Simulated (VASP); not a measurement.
Input:

```xyz
3
Lattice="0.0000 2.7300 2.7300 2.7300 0.0000 2.7300 2.7300 2.7300 0.0000" Properties=species:S:1:pos:R:3 pbc="T T T"
Ca     0.0000     0.0000     0.0000
F      1.3650     1.3650     1.3650
F      4.0950     4.0950     4.0950
```

Computed with AM05 GGA, VASP's PBE PAW potentials (set 64) (plane waves; VASP). Run with 520 eV cut-off, Gaussian smearing of 0.050 eV, potentials Ca_sv F.

**Question.** What does the run give for the band gap (along the path) with the smallest direct gap where there is one?

**Answer.** 
* **band gap (along the path)**: 7.34 eV
* **smallest direct gap (along the path)**: 7.59 eV

The compound is CaF2 in the fluorite structure. The cell was not relaxed at this level.
